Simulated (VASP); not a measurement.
Set up this calculation in VASP 6.6.1, as the native input.

```yaml
Task: single point
Functional: PBE
Potentials_or_basis: VASP PAW PBE potentials, release 64 (Zr_sv, Cu, S)
Cutoff: 520 eV
k_mesh: 8 × 8 × 8
Occupations: fermi-dirac, width 0.05 eV
Spin: no spin polarisation
Further_INCAR_settings: ALGO = Normal; EDIFF = 1e-07; NBANDS = 28
```

The structure of ZrCuS3 lies in POSCAR:

```
ZrCuS3
1.0
   -2.2927564000      2.4299969500      5.1774725400
    2.2927564000     -2.4299969500      5.1774725400
    2.2927564000      2.4299969500     -5.1774725400
Zr Cu S
1 1 3
Direct
    0.0000000000      0.0000000000      0.0000000000
    0.0000000000      0.5000000000      0.5000000000
    0.7823380200      0.7823380200      0.0000000000
    0.5000000000      0.0000000000      0.5000000000
    0.2176619800      0.2176619800      0.0000000000
```

The cell was built by a generator and needn't be a form met in nature.

These files were run (other wordings do the same):

INCAR

```
PREC = Accurate
ENCUT = 520
EDIFF = 1E-7
ISMEAR = -1
SIGMA = 0.05
LREAL = False
LASPH = True
NELM = 80
ALGO = Normal
ISIF = 2
LWAVE = False
LCHARG = False
GGA = PE
NBANDS = 28
```

KPOINTS

```
Automatic mesh
0
Gamma
  8 8 8
```

Potentials or basis: VASP PAW PBE potentials, release 64 (Zr_sv, Cu, S).

The run is started by

```console
$ cat potpaw_PBE.64/Zr_sv/POTCAR potpaw_PBE.64/Cu/POTCAR potpaw_PBE.64/S/POTCAR > POTCAR
$ mpirun -np 1 vasp_std > vasp.out
```

It gave:

| Property | Result |
| --- | --- |
| Pressure | 12.2 GPa |
| Largest force | 2.505 eV/Å |
| Band gap on the k mesh | none (metal or under the smearing width) |

Caveat: the run has no spin polarisation, though such a crystal can be magnetic; forces of over 1 eV/Å show positions far from the minimum, so gaps and moduli don't describe the material at rest.

Run time: 6.9 min on 1 thread of AMD EPYC 9R45 96-Core Processor (Zen 5) (shared host), peak memory 0.5 GiB.
